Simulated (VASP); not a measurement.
HfIn4SiO6:

```
Hf In Si O
1.0
     2.71585   -4.70357    0.00833
     2.71585    4.70357    0.00833
    -1.87915    0.00000    7.40127
Hf In Si O
1 4 1 6
Cartesian
  2.7159 -2.7125 0.0083
  1.7763 -1.1453 3.7090
  2.7159 0.4231 0.0083
  1.7763 2.0313 3.7090
  1.7763 -4.3098 3.7090
  2.7159 3.5589 0.0083
  -1.1497 0.2444 6.4159
  4.7022 0.2444 1.0021
  1.9910 -1.2091 6.4253
  1.5616 -1.2091 0.9927
  1.8741 2.2355 0.9933
  1.6785 2.2355 6.4246
```

The cell was built by a generator and needn't be a form met in nature.

```yaml
Program: VASP 6.6.1
Task: relaxation of cell and atoms
Functional: RPBE
Potentials_or_basis: VASP PAW PBE potentials, release 64 (Hf_pv, In_d, Si, O)
Cutoff: 600 eV
k_mesh: 6 × 6 × 4
Occupations: fermi-dirac, width 0.05 eV
Spin: no spin polarisation
```

At the start: pressure 2.5 GPa; volume 15.77 Å³/atom.

Task: Where does the relaxation end?

Result: Over 9 steps the energy falls by 3.9 meV/atom and the volume is 16.30 Å³/atom (+3.4 %); space group C2 (No. 5, to 0.05 Å).

Step by step:
| step | energy change (eV) | largest force (eV/Å) | pressure (GPa) | volume (Å³) |
| --- | --- | --- | --- | --- |
| 1 | 0.0000 | 0.1455 | 2.46 | 189.24 |
| 2 | -0.0158 | 0.3232 | -1.59 | 195.95 |
| 3 | -0.0310 | 0.1800 | 0.01 | 193.13 |
| 4 | -0.0394 | 0.0828 | 0.05 | 193.88 |
| 5 | -0.0423 | 0.0868 | 0.09 | 194.61 |
| 6 | -0.0452 | 0.0412 | 0.03 | 195.12 |
| 7 | -0.0459 | 0.0363 | 0.00 | 195.50 |
| 8 | -0.0459 | 0.0379 | 0.00 | 195.53 |
| 9 | -0.0462 | 0.0092 | 0.04 | 195.62 |

Final structure:
```cif
data_structure
_symmetry_space_group_name_H-M 'P 1'
_symmetry_Int_Tables_number 1
_cell_length_a 5.4615
_cell_length_b 5.4615
_cell_length_c 7.7969
_cell_angle_alpha 96.881
_cell_angle_beta 96.881
_cell_angle_gamma 119.965
_cell_volume 195.62
loop_
_atom_site_label
_atom_site_type_symbol
_atom_site_fract_x
_atom_site_fract_y
_atom_site_fract_z
_atom_site_occupancy
Hf1 Hf 0.78827 0.21173 0.00000 1
In1 In 0.62172 0.37828 0.50000 1
In2 In 0.45497 0.54503 0.00000 1
In3 In 0.28428 0.71572 0.50000 1
In4 In 0.95798 0.04202 0.50000 1
Si1 Si 0.12164 0.87836 0.00000 1
O1 O 0.06135 0.11480 0.86877 1
O2 O 0.88520 0.93865 0.13123 1
O3 O 0.79572 0.53697 0.86868 1
O4 O 0.46303 0.20428 0.13132 1
O5 O 0.15129 0.62660 0.13128 1
O6 O 0.37340 0.84871 0.86872 1
```

Caveat: the PAW data sets were made with another functional, which shifts forces and pressure a little.
